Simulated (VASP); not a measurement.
Calculation: r2SCAN meta-GGA, VASP's PBE PAW potentials (set 64) (plane waves; VASP).

The input files of a VASP run:

### POSCAR
```
CuZn
1
    2.9180713876    -0.0000000000     0.0000000000
   -0.0000000000     2.9180713876     0.0000000000
   -0.0000000000    -0.0000000000     2.9180713876
Zn Cu
1 1
Direct
  0.5000000000   0.5000000000   0.5000000000
  0.0000000000   0.0000000000   0.0000000000
```

**INCAR**
```
SYSTEM = CuZn
PREC = Accurate
ENCUT = 400
EDIFF = 1E-6
NELM = 100
ALGO = Normal
LREAL = .FALSE.
LASPH = .TRUE.
ISMEAR = 1
SIGMA = 0.1
METAGGA = R2SCAN
LMIXTAU = .TRUE.
LMAXMIX = 4
LWAVE = .FALSE.
LCHARG = .FALSE.
IBRION = 2
ISIF = 3
NSW = 60
EDIFFG = -0.01
```

### KPOINTS
```
Automatic mesh
0
Gamma
11 11 11
0 0 0
```

POTCAR, in this order: Zn Cu (PBE.64 set). Program: vasp_std.

The run wrote:

### OSZICAR
```
       N       E                     dE             d eps       ncg     rms          rms(c)
DAV:   1     0.848414766356E+02    0.84841E+02   -0.10180E+04  1776   0.219E+03
DAV:   2    -0.212053181846E+02   -0.10605E+03   -0.10329E+03  1687   0.311E+02
DAV:   3    -0.239903626374E+02   -0.27850E+01   -0.27788E+01  2044   0.697E+01
DAV:   4    -0.240106972390E+02   -0.20335E-01   -0.20334E-01  1960   0.523E+00
DAV:   5    -0.240109957334E+02   -0.29849E-03   -0.29849E-03  2260   0.658E-01    0.977E+00
DAV:   6    -0.210880565196E+02    0.29229E+01   -0.23628E+01  1740   0.130E+02    0.705E+00
DAV:   7    -0.199245546792E+02    0.11635E+01   -0.45363E+00  1775   0.984E+01    0.253E+00
DAV:   8    -0.199467591313E+02   -0.22204E-01   -0.39787E-01  2514   0.134E+01    0.155E+00
DAV:   9    -0.199398692281E+02    0.68899E-02   -0.35194E-02  2430   0.483E+00    0.308E-01
DAV:  10    -0.199421077113E+02   -0.22385E-02   -0.11668E-02  2345   0.224E+00    0.617E-02
DAV:  11    -0.199418680475E+02    0.23966E-03   -0.14119E-03  2419   0.702E-01    0.496E-02
DAV:  12    -0.199424585161E+02   -0.59047E-03   -0.66474E-04  2292   0.399E-01    0.168E-02
DAV:  13    -0.199425450763E+02   -0.86560E-04   -0.95621E-05  2099   0.199E-01    0.597E-03
DAV:  14    -0.199425536897E+02   -0.86133E-05   -0.11471E-05  2321   0.834E-02    0.761E-03
DAV:  15    -0.199425556251E+02   -0.19354E-05   -0.45571E-06  1982   0.605E-02    0.114E-03
DAV:  16    -0.199425550287E+02    0.59633E-06   -0.22731E-07   924   0.657E-03
   1 F= -.19942555E+02 E0= -.19942590E+02  d E =-.199426E+02
```

### OUTCAR
```
------------------------ aborting loop because EDIFF is reached ----------------------------------------
  FORCE on cell =-STRESS in cart. coord.  units (eV):
  Direction    XX          YY          ZZ          XY          YZ          ZX
  --------------------------------------------------------------------------------------
  Total       -0.0180093     -0.0180093     -0.0180093      0.0000000      0.0000000     -0.0000000
  in kB       -1.1612310     -1.1612310     -1.1612310      0.0000000      0.0000000     -0.0000000
  external PRESSURE =      -1.1612310 kB  Pullay stress =       0.0000000 kB
  volume of cell :       24.85
      direct lattice vectors                 reciprocal lattice vectors
     2.918071388  0.000000000  0.000000000     0.342692096  0.000000000  0.000000000
     0.000000000  2.918071388  0.000000000     0.000000000  0.342692096  0.000000000
     0.000000000  0.000000000  2.918071388     0.000000000  0.000000000  0.342692096
 POSITION                                       TOTAL-FORCE (eV/Angst)
 -----------------------------------------------------------------------------------
      1.45904      1.45904      1.45904         0.000000      0.000000      0.000000
      0.00000      0.00000      0.00000         0.000000      0.000000      0.000000
 -----------------------------------------------------------------------------------
    total drift:                               -0.000000      0.000000     -0.000000
  FREE ENERGIE OF THE ION-ELECTRON SYSTEM (eV)
  ---------------------------------------------------
  free  energy   TOTEN  =       -19.9425550287 eV

  energy  without entropy=      -19.9426590727  energy(sigma->0) =      -19.94258971

 reached required accuracy - stopping structural energy minimisation
```
(Selected blocks of OUTCAR.)

The compound is CuZn in the CsCl type structure. It was relaxed first. The start is the result of an earlier pass. The electron count is odd and the run is not spin-polarised, which forces a metal.
